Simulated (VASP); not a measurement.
Computed with PBEsol GGA, VASP's PBE PAW potentials (set 64) (plane waves; VASP).

A VASP calculation is set up with these files.

### POSCAR
```
Sn
1
   -2.9150000000     2.9150000000     1.5900000000
    2.9150000000    -2.9150000000     1.5900000000
    2.9150000000     2.9150000000    -1.5900000000
Sn
2
Direct
  0.2500000000   0.7500000000   0.5000000000
  0.0000000000   0.0000000000   0.0000000000
```

File KPOINTS:
```
Automatic mesh
0
Gamma
7 7 5
0 0 0
```

INCAR:
```
ALGO = Normal
EDIFF = 1E-6
ENCUT = 300
GGA = PS
ISIF = 2
ISMEAR = -1
LASPH = .True.
LCHARG = .False.
LMAXMIX = 4
LREAL = .False.
LWAVE = .False.
NELM = 100
PREC = Accurate
SIGMA = 0.1
SYSTEM = Sn
```

POTCAR, in this order: Sn_d (PBE.64 set). Program: vasp_std.

The run wrote:

**OSZICAR**
```
       N       E                     dE             d eps       ncg     rms          rms(c)
DAV:   1     0.172091914629E+03    0.17209E+03   -0.11328E+04  2610   0.175E+03
DAV:   2     0.585618085650E+01   -0.16624E+03   -0.16448E+03  2600   0.371E+02
DAV:   3    -0.823600974086E+01   -0.14092E+02   -0.13970E+02  2974   0.120E+02
DAV:   4    -0.857724385325E+01   -0.34123E+00   -0.34080E+00  2862   0.206E+01
DAV:   5    -0.858971660626E+01   -0.12473E-01   -0.12472E-01  3442   0.344E+00    0.242E+00
DAV:   6    -0.855858991228E+01    0.31127E-01   -0.44988E-02  3386   0.333E+00    0.132E+00
DAV:   7    -0.854806782680E+01    0.10522E-01   -0.26078E-02  3392   0.244E+00    0.174E-01
DAV:   8    -0.854751955834E+01    0.54827E-03   -0.20782E-03  3052   0.709E-01    0.291E-02
DAV:   9    -0.854752460900E+01   -0.50507E-05   -0.50028E-05  3152   0.732E-02    0.143E-02
DAV:  10    -0.854752392657E+01    0.68243E-06   -0.38767E-06  2412   0.244E-02
   1 F= -.85475239E+01 E0= -.85298245E+01  d E =-.353989E-01
```

OUTCAR:
```
------------------------ aborting loop because EDIFF is reached ----------------------------------------
  FORCE on cell =-STRESS in cart. coord.  units (eV):
  Direction    XX          YY          ZZ          XY          YZ          ZX
  --------------------------------------------------------------------------------------
  Total       -0.2609980     -0.2609980     -0.2872454      0.0000000      0.0000000      0.0000000
  in kB       -7.7377295     -7.7377295     -8.5158792      0.0000000      0.0000000      0.0000000
  external PRESSURE =      -7.9971128 kB  Pullay stress =       0.0000000 kB
  volume of cell :       54.04
      direct lattice vectors                 reciprocal lattice vectors
    -2.915000000  2.915000000  1.590000000     0.000000000  0.171526587  0.314465409
     2.915000000 -2.915000000  1.590000000     0.171526587  0.000000000  0.314465409
     2.915000000  2.915000000 -1.590000000     0.171526587  0.171526587  0.000000000
 POSITION                                       TOTAL-FORCE (eV/Angst)
 -----------------------------------------------------------------------------------
      2.91500     -0.00000      0.79500         0.000000     -0.000000     -0.000000
      0.00000      0.00000      0.00000        -0.000000      0.000000      0.000000
 -----------------------------------------------------------------------------------
    total drift:                               -0.000000     -0.000000      0.000000
  FREE ENERGIE OF THE ION-ELECTRON SYSTEM (eV)
  ---------------------------------------------------
  free  energy   TOTEN  =        -8.5475239266 eV

  energy  without entropy=       -8.5121249781  energy(sigma->0) =       -8.52982445
```
(Selected blocks of OUTCAR.)

At this cut-off the stress carries a Pulay error, which pulls relaxed volumes low.

The structure is a typed Sn crystal (I4_1/amd). The cell was not relaxed at this level. The k-mesh is coarse (spacing up to 0.32 per Å, 2π included), so the numbers may not be converged in it. The run is one of a series of settings (GGA = PS against the base run), some of them coarse on purpose.
